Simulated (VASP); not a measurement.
OSZICAR of a VASP run on Ni (fcc):

File OSZICAR:
```
       N       E                     dE             d eps       ncg     rms          rms(c)
DAV:   1     0.117024453344E+02    0.11702E+02   -0.49904E+03  7132   0.151E+03
DAV:   2    -0.179262723907E+02   -0.29629E+02   -0.28516E+02  7108   0.174E+02
DAV:   3    -0.183875818161E+02   -0.46131E+00   -0.46039E+00  8135   0.292E+01
DAV:   4    -0.183919748336E+02   -0.43930E-02   -0.43924E-02  7941   0.244E+00
DAV:   5    -0.183920872137E+02   -0.11238E-03   -0.11238E-03  8144   0.340E-01    0.121E+01
DAV:   6    -0.164805424821E+02    0.19115E+01   -0.26177E+01  7452   0.888E+01    0.774E+00
DAV:   7    -0.161055746535E+02    0.37497E+00   -0.71973E+00  7476   0.383E+01    0.293E+00
DAV:   8    -0.160771498426E+02    0.28425E-01   -0.34359E-02  7108   0.281E+00    0.189E+00
DAV:   9    -0.160765369125E+02    0.61293E-03   -0.60959E-02  7907   0.364E+00    0.571E-01
DAV:  10    -0.160812027285E+02   -0.46658E-02   -0.59732E-02  7393   0.313E+00    0.365E-01
DAV:  11    -0.160820599949E+02   -0.85727E-03   -0.26113E-02  7540   0.245E+00    0.196E-01
DAV:  12    -0.160817917312E+02    0.26826E-03   -0.11506E-03  7324   0.482E-01    0.163E-01
DAV:  13    -0.160814798804E+02    0.31185E-03   -0.26554E-03  7699   0.804E-01    0.257E-02
DAV:  14    -0.160813904785E+02    0.89402E-04   -0.32429E-04  7244   0.240E-01    0.595E-03
DAV:  15    -0.160814319620E+02   -0.41483E-04   -0.52287E-06  8299   0.294E-02    0.105E-02
DAV:  16    -0.160814532512E+02   -0.21289E-04   -0.89056E-06  7310   0.469E-02    0.380E-03
DAV:  17    -0.160814331840E+02    0.20067E-04   -0.69268E-07  7156   0.112E-02    0.465E-04
DAV:  18    -0.160814327450E+02    0.43893E-06   -0.73249E-08  3910   0.319E-03    0.306E-04
DAV:  19    -0.160814321206E+02    0.62438E-06   -0.11730E-08  3643   0.179E-03    0.181E-04
DAV:  20    -0.160814320858E+02    0.34851E-07   -0.27122E-09  3637   0.622E-04
   1 F= -.16081432E+02 E0= -.16081494E+02  d E =0.184868E-03  mag=     0.7164
```

Task: Which electronic solver shows in the log?

Result: It is blocked Davidson (ALGO = Normal, or the opening steps of other solvers). The INCAR had ALGO = Normal.

Task: How was spin treated?

Result: Collinear spin (ISPIN = 2): the summary line carries one mag value, 0.72 μB in the cell.

Task: Can the final energy be trusted as converged?

Result: The run converged. It stopped with EDIFF = 1E-7, NELM = 100 (SCAN meta-GGA, plane waves, VASP's PBE PAW potentials (set 64)).

The compound is Ni in the fcc structure. This cell is one point of a volume scan, at 0.94 of the reference volume.
